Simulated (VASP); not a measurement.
The system is KAl.

```xyz
2
Lattice="4.1269 0.0000 0.0000 0.0000 4.1269 0.0000 0.0000 0.0000 4.1269" Properties=species:S:1:pos:R:3 pbc="T T T"
K     2.0635    2.0635    2.0635
Al    0.0000    0.0000    0.0000
```

The cell was built by a generator and needn't be a form met in nature.

Base run:

| Quantity | Value |
| --- | --- |
| Program | VASP 6.6.1 |
| Functional | SCAN |
| Potentials or basis | VASP PAW PBE potentials, release 64 (K_sv, Al) |
| Cutoff | 520 eV |
| k mesh | 7 × 7 × 7 |
| Occupations | fermi-dirac, width 0.05 eV |
| Spin | no spin polarisation |

Its results: pressure -0.2 GPa.

Question: After a change of settings the same cell gave: pressure 0.7 GPa. Which change was it?
A. functional from SCAN to AM05
B. functional from SCAN to LDA; potentials or basis from VASP PAW PBE potentials, release 64 (K_sv, Al) to VASP PAW LDA potentials, release 64 (K_sv, Al)
C. functional from SCAN to PBEsol
D. functional from SCAN to revPBE

Answer: D.

Caveats: the PAW data sets were made with another functional, which shifts forces and pressure a little.

Runs at the PBE level aren't shown here.
